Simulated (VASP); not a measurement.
Molecule: AlCl3, in a box.

```
Al Cl
1.0
    13.59215    0.00000    0.00000
     0.00000   14.09215    0.00000
     0.00000    0.00000   14.59215
Al Cl
1 3
Direct
  0.50000 0.50355 0.50000
  0.40807 0.42980 0.58863
  0.53265 0.44778 0.37181
  0.55928 0.63307 0.53957
```

Base run:

* Program: VASP 6.6.1
* Functional: RPBE
* Potentials or basis: VASP PAW PBE potentials, release 64 (Al, Cl)
* Cutoff: 400 eV
* k mesh: 1 × 1 × 1
* Occupations: gaussian, width 0.01 eV
* Spin: no spin polarisation

Its results: gap between the frontier levels 5.72 eV; largest force 0.228 eV/Å.

Problem. The run is repeated on the same cell with these changes: functional from RPBE to PBE. What comes out?

Solution. Gap between the frontier levels 5.65 eV; largest force 0.051 eV/Å.

Caveats: the PAW data sets were made with another functional, which shifts forces and pressure a little (some runs).

